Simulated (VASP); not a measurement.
Consider the following.

```
CELL_PARAMETERS angstrom
      3.51242     0.00000     0.00000
      0.00000     3.51242     0.00000
      0.00000     0.00000     3.51242
ATOMIC_POSITIONS crystal
  Fe 0.00000 0.00000 0.00000
  Ni 0.00000 0.50000 0.50000
  Ni 0.50000 0.00000 0.50000
  Ni 0.50000 0.50000 0.00000
```
Starting moments (μB, in the order of the record's atoms Fe Ni Ni Ni): 2.7 0.6 0.6 0.6.

These are LDA (Ceperley-Alder, Perdew-Zunger), VASP's LDA PAW potentials (set 64) (plane waves; VASP 6.6.1) values and carry that method's errors. Run with 520 eV cut-off, 9×9×9 Γ-centred mesh, first-order Methfessel-Paxton smearing of 0.10 eV, potentials Fe Ni.

What does the run give for the cell moment, energy per atom (σ→0), pressure, band gap (on the k-mesh) with the smallest direct gap where there is one?

```yaml
band gap (on the k-mesh): none (metal, semimetal or under 0.01 eV)
cell_moment: 4.46 μB
energy per atom (σ→0): -7.274 eV/atom
pressure: -127.2 kbar
```

Give the moment on each site (PAW-sphere projection).

| site | moment (μB) |
|---|---|
| Fe1 | 2.74 |
| Ni2 | 0.56 |
| Ni3 | 0.56 |
| Ni4 | 0.56 |

The absolute energy has meaning only against runs of the same code, potentials and settings.

The compound is Ni3Fe in the L1_2 structure. This cell is one point of a volume scan, at 1.06 of the reference volume.
